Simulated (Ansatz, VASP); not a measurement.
**Mn2P: VASP beside Ansatz**

Wanted: the spread between two codes on one cell, functional and k mesh.

Program: Ansatz 0.2.0. Level of theory: plane waves, with VASP 6.6.1 beside it; single point at LDA. Results are calculated unless marked as measured.

## (1) Starting point

Symmetry: P-62m, No. 189, hexagonal system. Conventional cell: a = 6.074 Å, b = 6.074 Å, c = 3.454 Å, α = 90.00°, β = 90.00°, γ = 120.00°. Mn has 4 P at 2.30 to 2.32 Å and 4 Mn at 2.68 to 2.69 Å nearest. Mn has 5 P at 2.46 to 2.53 Å and 2 Mn at 2.69 Å nearest. Nearest to P lie 9 Mn at 2.30 to 2.53 Å. P has 9 Mn at 2.32 to 2.46 Å nearest. Farther neighbours are not listed.

## (2) Ansatz: single point, LDA

Ansatz runs on its default PAW (the set named soft_2) files.

A single point gives forces, pressure and levels at one fixed geometry, so differences don't come from the geometry; what else differs is listed under the comparison.

input.yaml

```yaml
crystal:
  lattice:
    - [6.074, 0.0, 0.0]
    - [-3.037, 5.2602383026, 0.0]
    - [0.0, 0.0, 3.454]
  atoms:
    - { symbol: Mn, position: [0.0, 0.2546, 0.0], spin: 4.0 }
    - { symbol: Mn, position: [0.7454, 0.7454, 0.0], spin: 4.0 }
    - { symbol: Mn, position: [0.2546, 0.0, 0.0], spin: 4.0 }
    - { symbol: Mn, position: [0.0, 0.5943, 0.5], spin: 4.0 }
    - { symbol: Mn, position: [0.4057, 0.4057, 0.5], spin: 4.0 }
    - { symbol: Mn, position: [0.5943, 0.0, 0.5], spin: 4.0 }
    - { symbol: P, position: [0.6666666667, 0.3333333333, 0.0] }
    - { symbol: P, position: [0.3333333333, 0.6666666667, 0.0] }
    - { symbol: P, position: [0.0, 0.0, 0.5] }
hamiltonian:
  xc: lda
  pseudopotentials: { kind: paw }
magnetization:
  spin_polarized: true
kpoints:
  mp_grid: { grid: [3, 3, 5] }
scf:
  occupations: { method: gaussian, width: 0.05 }
  n_extra_bands: 20
output:
  forces: true
  stress: true
  eigenvalues: true
  write_density: true
  write_potential: true
  elf: true
  volumetric_format: npy
```

The run is started by

```console
> ansatz run input.yaml --threads 4 --pin off --max-ram 9216MiB --backend cpu --events-out ev --progress --plain --runs-dir out
```

Numbers of over 12 decimals in the logs are rounded to 6 here.

The log of the run:

```text
Warning: the band count 73 (scf.n_extra_bands) hosts the net moment |M| = 24.0000 μB (N_el = 105) but caps the reachable moment at 2·n_bands − N_el = 41.0000 μB, below the 78 bands that the automatic rule leaves for it — a moment growing past the seed, or the majority channel's smearing tail, pins there with fewer empty majority states than that count leaves; raise or omit scf.n_extra_bands unless the cap is intended
scf.n_extra_bands = 20 over 53 filled bands (N_el = 105.0): the run solves 73 bands
Engine: ansatz 0.2.0, x86_64-unknown-linux-gnu
Pseudopotentials: kind: paw
Pseudopotential: Mn, paw, valence charge 15, recommended cutoff 420 eV (normal), Mn.paw.azcp
Pseudopotential: P, paw, valence charge 5, recommended cutoff 420 eV (normal), P.paw.azcp
Functional definition: SPW92
  exchange = slater_x
  correlation = pw_c
Crystal: 9 atoms, lattice volume = 110.358 Å³
Basis set: ecut = 420 eV, 2165 PW (Γ)
Bands: 73, of which v1, the nominal top of the filled ones, is band 53 counted from 1 (52 counted from 0)
Symmetry: 12 space group operations
Space group: P-62m (ITA 189), of the structure as read, at distance tolerance 4.8e-5 Å
Magnetic group: BNS 189.221 (UNI 1451), of the structure as read, at distance tolerance 4.8e-5 Å
k-points: 9 of 45 (time reversal used)
Non-local potential: Mn, projectors of the file, l = 0: 3, l = 1: 2, l = 2: 3, l = 3: 1
Non-local potential: P, projectors of the file, l = 0: 2, l = 1: 2, l = 2: 2
PAW form: soft (Blöchl's): semilocal exchange-correlation on the pseudo side does not see the compensation charge
PAW frozen core: Mn, regenerated for the run's functional, and the local potential with it (the file was generated under x = pbe(κ = 0.804, μ = 0.219515), c = pbe(β = 0.066725))
PAW frozen core: P, regenerated for the run's functional, and the local potential with it (the file was generated under x = pbe(κ = 0.804, μ = 0.219515), c = pbe(β = 0.066725))
PAW one-centre angular grid: Mn, 590 points (default); XC on 64 Gauss nodes
PAW one-centre angular grid: P, 110 points (default); XC on 64 Gauss nodes
Initial density: superposition of atomic densities (chi_scale 0.1, normalization cell, long waves kept (reshape's long-wave potential 0.00 eV rms))
Starting moments: Σ|m| = 24 μB on 6 of 9 sites
Initial wavefunctions: pseudopotential atomic-orbital guess
Functional: x = slater, c = lda
iter 1 solved again at ethr=1.78e-3 eV; its pass at ethr=3.10e-3 eV (dr2=1.87e0 eV) is discarded
SCF iter   1: F=—  HF=-25228.594484 eV  |F-HF|=—  |Δ(HF+E_count)|=         —  Δρ=1.91e-1 (↑1.91e-1 ↓1.57e-1)  dr2=1.91e0  dr2_m=3.03e1  M=11.112 μB ∫|m|=11.752 μB  β_m=0.30  ethr=1.78e-3  ⟨swp⟩=1.2  Hψ=6221  notcnv=0
Mixer restart at iter 1: flushing history
preconditioner: auto → Kerker (q_TF=auto, 2.706 Å⁻¹)  [metal: Δε(μ)=0.013 eV  Ē_g=7.025 eV  σ=0.050 eV  W_gap=0.14  n_scr=32 (ndim 8)  ℏωp=26.7 eV  f_vac=0.000  D(μ)=11.54/eV (n_scr^D=154)]
spin=Collinear: Kerker preconditioning applied to the charge; magnetization (m = ρ↑ − ρ↓) channel mixes plain (no charge-response kernel on spin).
SCF iter   2: F=—  HF=-25224.707136 eV  |F-HF|=—  |Δ(HF+E_count)|=    3.89e0  Δρ=8.44e-2 (↑7.26e-2 ↓8.44e-2)  dr2=1.14e0  dr2_m=6.08e0  M=13.671 μB ∫|m|=14.307 μB  β_m=0.42  ethr=1.78e-3  ⟨swp⟩=2.3  Hψ=1820  notcnv=0
SCF iter   3: F=—  HF=-25228.406730 eV  |F-HF|=—  |Δ(HF+E_count)|=    3.70e0  Δρ=5.98e-2 (↑5.53e-2 ↓5.98e-2)  dr2=6.78e-1  dr2_m=3.28e0  M=12.455 μB ∫|m|=13.106 μB  β_m=0.65  ethr=1.09e-3  ⟨swp⟩=3.4  Hψ=2493  notcnv=0  defer=58
SCF iter   4: F=—  HF=-25229.225721 eV  |F-HF|=—  |Δ(HF+E_count)|=   8.19e-1  Δρ=2.34e-2 (↑2.34e-2 ↓1.99e-2)  dr2=1.15e-1  dr2_m=4.42e-1  M=10.914 μB ∫|m|=11.530 μB  β_m=0.82  ethr=6.46e-4  ⟨swp⟩=2.9  Hψ=2339  notcnv=0  defer=109
SCF iter   5: F=—  HF=-25229.482752 eV  |F-HF|=—  |Δ(HF+E_count)|=         —  Δρ=4.91e-2 (↑4.91e-2 ↓2.68e-2)  dr2=5.02e-1  dr2_m=1.42e0  M=9.195 μB ∫|m|=9.834 μB  β_m=0.82  ethr=1.09e-4  ⟨swp⟩=3.3  Hψ=2465  notcnv=0  defer=108
Mixer restart at iter 5: flushing history
SCF iter   6: F=—  HF=-25229.489903 eV  |F-HF|=—  |Δ(HF+E_count)|=   7.15e-3  Δρ=2.36e-2 (↑7.41e-3 ↓2.36e-2)  dr2=3.70e-1  dr2_m=1.85e-1  M=8.974 μB ∫|m|=9.631 μB  β_m=0.91  ethr=1.09e-4  ⟨swp⟩=3.5  Hψ=2964  notcnv=0  defer=109
SCF iter   7: F=—  HF=-25229.533911 eV  |F-HF|=—  |Δ(HF+E_count)|=   4.40e-2  Δρ=2.63e-2 (↑2.63e-2 ↓7.71e-3)  dr2=9.92e-1  dr2_m=9.61e-2  M=8.767 μB ∫|m|=9.486 μB  β_m=0.77  ethr=1.09e-4  ⟨swp⟩=3.4  Hψ=2988  notcnv=0  defer=108
[...]
SCF 1 converged in 16 iterations: F = -25229.372976 eV  dr2 = 1.45e-10
  greatest PAW one-centre occupation: 1.002 electrons in one spin orbital (limit 2), on the Mn atom at site 5 (counted from 0), in its partial waves of l = 1
Symmetry: 4 space group operations
k-points: 12 of 45 (time reversal used)
Initial density: read from a saved state, or passed on in memory by an earlier SCF of this step, an earlier step, the calling program or the single point that the run made first
Starting moments: Σ|m| = 24 μB on 6 of 9 sites; this step starts from the density that it was given
Initial wavefunctions: those read from a saved state, or passed on in memory by an earlier step or the calling program
[...]
preconditioner: auto → Resta (q_TF=auto, 2.706 Å⁻¹)  ε∞=16.4  [insulator: Δε(μ)=0.076 eV  Ē_g=6.807 eV  σ=0.050 eV  W_gap=0.67  n_scr=32 (ndim 8)  ℏωp=26.7 eV  f_vac=0.000  D(μ)=4.75/eV (n_scr^D=44)  ε∞_Penn≈16.4]
spin=Collinear: Resta preconditioning applied to the charge; magnetization (m = ρ↑ − ρ↓) channel mixes plain (no charge-response kernel on spin).
SCF iter   2: F=—  HF=-25229.372977 eV  |F-HF|=—  |Δ(HF+E_count)|=   1.18e-6  Δρ=8.17e-5 (↑8.09e-5 ↓8.17e-5)  dr2=2.41e-5  dr2_m=1.33e-6  M=8.765 μB ∫|m|=9.490 μB  ethr=9.52e-7  ⟨swp⟩=1.0  Hψ=4944  notcnv=0
SCF iter   3: F=—  HF=-25229.372976 eV  |F-HF|=—  |Δ(HF+E_count)|=   8.91e-7  Δρ=3.68e-5 (↑3.58e-5 ↓3.68e-5)  dr2=8.09e-6  dr2_m=4.49e-8  M=8.765 μB ∫|m|=9.490 μB  ethr=2.88e-8  ⟨swp⟩=1.0  Hψ=3600  notcnv=0
SCF iter   4: F=—  HF=-25229.372976 eV  |F-HF|=—  |Δ(HF+E_count)|=   2.32e-7  Δρ=5.55e-6 (↑5.55e-6 ↓4.92e-6)  dr2=1.30e-7  dr2_m=1.08e-9  M=8.765 μB ∫|m|=9.490 μB  ethr=8.61e-9  ⟨swp⟩=1.0  Hψ=3600  notcnv=0
SCF iter   5: F=-25229.372976 eV  HF=-25229.372976 eV  |F-HF|=9.47e-9  |Δ(HF+E_count)|=   1.43e-9  Δρ=1.86e-6 (↑8.85e-7 ↓1.86e-6)  dr2=9.95e-9  dr2_m=4.15e-10  M=8.765 μB ∫|m|=9.490 μB  ethr=9.52e-11  ⟨swp⟩=1.0  Hψ=3600  notcnv=0
an SCF along what the orbitals of the run's state read of its open shells (or to have them read: on a GPU, or by another smearing), with 8 of the crystal's symmetry operations given up (12 k-points in place of 9), reached no lower state that the run goes on to. This is no proof of a minimum
iter 1 solved again at ethr=1.00e-12 eV; its pass at ethr=9.52e-7 eV (dr2=1.45e-10 eV) is discarded
SCF iter   1: F=—  HF=-25229.372976 eV  |F-HF|=—  |Δ(HF+E_count)|=         —  Δρ=1.68e-7 (↑1.44e-7 ↓1.68e-7)  dr2=1.45e-10  dr2_m=1.69e-12  M=8.765 μB ∫|m|=9.489 μB  ethr=1.00e-12  ⟨swp⟩=1.0  Hψ=5613  notcnv=0
spin=Collinear: Resta preconditioning applied to the charge; magnetization (m = ρ↑ − ρ↓) channel mixes plain (no charge-response kernel on spin).
SCF iter   2: F=—  HF=-25229.665285 eV  |F-HF|=—  |Δ(HF+E_count)|=   2.92e-1  Δρ=4.83e-2 (↑4.83e-2 ↓2.99e-2)  dr2=7.24e0  dr2_m=2.60e-1  M=12.056 μB ∫|m|=12.588 μB  ethr=9.52e-7  ⟨swp⟩=2.0  Hψ=6516  notcnv=0
preconditioner: auto → Kerker (q_TF=auto, 2.706 Å⁻¹)  [metal: Δε(μ)=0.008 eV  Ē_g=6.955 eV  σ=0.050 eV  W_gap=0.09  n_scr=32 (ndim 8)  ℏωp=26.7 eV  f_vac=0.000  D(μ)=12.82/eV (n_scr^D=178)]
spin=Collinear: Kerker preconditioning applied to the charge; magnetization (m = ρ↑ − ρ↓) channel mixes plain (no charge-response kernel on spin).
SCF iter   3: F=—  HF=-25229.301712 eV  |F-HF|=—  |Δ(HF+E_count)|=   3.64e-1  Δρ=1.13e-2 (↑1.13e-2 ↓1.05e-2)  dr2=3.28e-1  dr2_m=5.89e-2  M=11.143 μB ∫|m|=11.673 μB  ethr=1.48e-6  ⟨swp⟩=2.0  Hψ=4297  notcnv=0
SCF iter   4: F=—  HF=-25229.374483 eV  |F-HF|=—  |Δ(HF+E_count)|=   7.28e-2  Δρ=2.63e-3 (↑2.63e-3 ↓2.42e-3)  dr2=3.41e-2  dr2_m=2.70e-4  M=8.760 μB ∫|m|=9.475 μB  ethr=1.38e-6  ⟨swp⟩=1.3  Hψ=3982  notcnv=0
SCF iter   5: F=—  HF=-25229.372977 eV  |F-HF|=—  |Δ(HF+E_count)|=   1.51e-3  Δρ=9.13e-5 (↑9.13e-5 ↓8.17e-5)  dr2=2.41e-5  dr2_m=1.66e-6  M=8.766 μB ∫|m|=9.489 μB  ethr=9.52e-7  ⟨swp⟩=1.0  Hψ=2714  notcnv=0
an SCF towards Hund's moment on open shells that bore less, with the run's symmetry operations kept, reached no lower state that the run goes on to. This is no proof of a minimum
SCF converged after 16 iterations
Magnetization: 8.7653 μB (56.8827 up, 48.1173 down)
Absolute magnetization: 9.6548 μB (∫|ρ↑−ρ↓|, with the PAW one-centre terms)
Spin contamination: 0.6613 ħ² per cell (⟨S²⟩ above its minimum at these occupations)
Per-site moments (μB) at R_I (Å): [(0.194949, 0.949308), (0.194949, 0.949308), (0.194949, 0.949308), (2.636970, 1.016491), (2.636970, 1.016491), (2.636970, 1.016491), (-0.039184, 0.949308), (-0.039184, 0.949308), (-0.015633, 0.956254)]
Free energy (F): -25229.372976 eV
Harris-Foulkes:  -25229.372976 eV  (|F-HF|=1.16e-10)
Internal energy: -25229.367035 eV  (E = F + TS)
E sigma→0 (E₀):  -25229.370005 eV
Entropy (-TS):   -0.005941 eV (-0.660 meV/atom)
Fermi energy:    16.090328 eV
--- Per-component energies (eV) ---
  E_band       = -1179.378743
  E_kinetic    = 2068.117275
  E_local      = -11841.949336  (includes V_loc(G=0)·N_el)
  E_nonlocal   = 1574.616525
  E_hartree    = 4954.633194
  E_xc         = -871.389940
  E_vxc        = -1068.112693  (∫ρ·V_xc dr)
  E_paw        = -9076.106370  (= ΣΔE_a)
  E_vpaw       = -1821.317471  (= ΣTr[D̂ρ^β])
  E_aug_tail   = -0.000052  (compensation charges beyond the density's cutoff)
  E_ewald      = -12039.944106
  E_core_change = 2.655773  (= ΣΔE_core)
  E_smearing   = -0.005941  (= −TS)
  E_closure    = -0.000000  (closes the sum)
  Σ components = -25229.372976   (vs F -25229.372976, Δ=0.00e0)
--- Forces (eV/Å), atoms counted from 1 ---
  atom   1  Mn     0.22671587    -0.39268340     0.00000000
  atom   2  Mn     0.22671587     0.39268340     0.00000000
  atom   3  Mn    -0.45343173     0.00000000     0.00000000
  atom   4  Mn    -0.07887994     0.13662406     0.00000000
  atom   5  Mn    -0.07887994    -0.13662406     0.00000000
  atom   6  Mn     0.15775988     0.00000000     0.00000000
  atom   7  P     -0.00000000     0.00000000     0.00000000
  atom   8  P      0.00000000    -0.00000000     0.00000000
  atom   9  P     -0.00000000    -0.00000000     0.00000000
  max |Σ_I F_I| component: 9.53e-17 eV/Å
--- Stress (GPa, compression-positive) ---
      -23.556668       0.000000      -0.000000
        0.000000     -23.556668      -0.000000
       -0.000000      -0.000000     -23.990945
  P = ⅓ Tr σ = -23.7014 GPa (-237.014 kbar)
--- Band table (eV; the first three rows and the last of 18) ---
  k-point 0 ↑: bands = [... 49 lower, 14.8286, 14.8286, 14.9083, 15.3400, 15.3400, 15.4539, 15.5207, 16.2707, ... 16 higher]
  k-point 1 ↑: bands = [... 49 lower, 14.8155, 14.9716, 14.9716, 15.3604, 15.3604, 15.3816, 16.0531, 16.1724, ... 16 higher]
  k-point 2 ↑: bands = [... 49 lower, 14.6533, 15.3385, 15.3385, 15.3939, 15.4438, 15.4609, 15.4609, 16.2249, ... 16 higher]
  k-point 8 ↓: bands = [... 49 lower, 16.2549, 16.4022, 16.7720, 16.9041, 16.9041, 17.2933, 17.2933, 17.3035, ... 16 higher]
```

It took 22 s on 4 threads of Intel Xeon Platinum 8559C (Emerald Rapids), shared host; peak memory 1 GiB.

The run ends at a pressure of -23.70 GPa, with forces up to 0.45 eV/Å.

(Part 1 of 2 ends here.)

[Lines on the potential files, build, host, timing and source positions are cut from VASP's logs without a mark.]

[Logs are printed without paths, hosts, clocks, repeated set-up lines and the standing remarks that a program may print on its own settings, such as how far it seeks lower states.]

[Hosts, paths, dates, database ids (printed as entryN), source tags and the programs' standing remarks are cut or masked in the printed files.]
